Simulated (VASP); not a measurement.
A VASP calculation is set up with these files.

File KPOINTS:
```
Regular mesh
0
G
6 6 6
```

**POSCAR**
```
SrCl2
1
    0.0000000000     3.1039007760     3.1039007760
    3.1039007760    -0.0000000000     3.1039007760
    3.1039007760     3.1039007760     0.0000000000
Sr Cl
1 2
Direct
  1.0000000000   0.0000000000   1.0000000000
  0.2500000000   0.2500000000   0.2500000000
  0.7500000000   0.7500000000   0.7500000000
```

INCAR:
```
LASPH  =  .True.
PSTRESS  =  300   # kbar
GGA  =  PE
SYSTEM  =  SrCl2
LCHARG  =  .False.
LMAXMIX  =  4
IBRION  =  2
LWAVE  =  .False.
EDIFFG  =  -0.02   # ionic stop
ISMEAR  =  0   # Gaussian
PREC  =  Accurate
NSW  =  40   # most ionic steps
NELM  =  100   # most electronic steps
LREAL  =  .False.
ISIF  =  3
ENCUT  =  500
SIGMA  =  0.05   # width (eV)
ALGO  =  Normal   # blocked Davidson
EDIFF  =  1E-6   # SCF stop (eV)
```

POTCAR, in this order: Sr_sv Cl (PBE.64 set). Program: vasp_std.

Q: Write an equivalent input for Quantum ESPRESSO's pw.x.

A: One equivalent input (not run):
```
&CONTROL
  calculation = 'vc-relax'
  pseudo_dir = './pseudo'
  outdir = './out'
  tprnfor = .true.
  tstress = .true.
  nstep = 40
  forc_conv_thr = 0.00078
/
&SYSTEM
  ibrav = 0
  nat = 3
  ntyp = 2
  ecutwfc = 68
  occupations = 'smearing'
  smearing = 'gaussian'
  degauss = 0.003675
  input_dft = 'pbe'
/
&ELECTRONS
  conv_thr = 7.3e-08
  electron_maxstep = 100
/
&IONS
/
&CELL
  press = 300
/
ATOMIC_SPECIES
  Sr 87.620 Sr.upf
  Cl 35.450 Cl.upf
CELL_PARAMETERS angstrom
     0.0000000    3.1039008    3.1039008
     3.1039008   -0.0000000    3.1039008
     3.1039008    3.1039008    0.0000000
ATOMIC_POSITIONS crystal
  Sr   1.0000000  0.0000000  1.0000000
  Cl   0.2500000  0.2500000  0.2500000
  Cl   0.7500000  0.7500000  0.7500000
K_POINTS automatic
  6 6 6 0 0 0
```
Limits of the translation: the potentials are each code's own (VASP's PAW set, PseudoDojo norm-conserving files in pw.x), so ENCUT and ecutwfc are chosen apart and not converted; conv_thr bounds pw.x's estimated SCF error, while EDIFF bounds the energy change between steps; forc_conv_thr acts on force components and is met together with etot_conv_thr.

The compound is SrCl2 in the fluorite structure. It was relaxed first under an external pressure of 30 GPa.
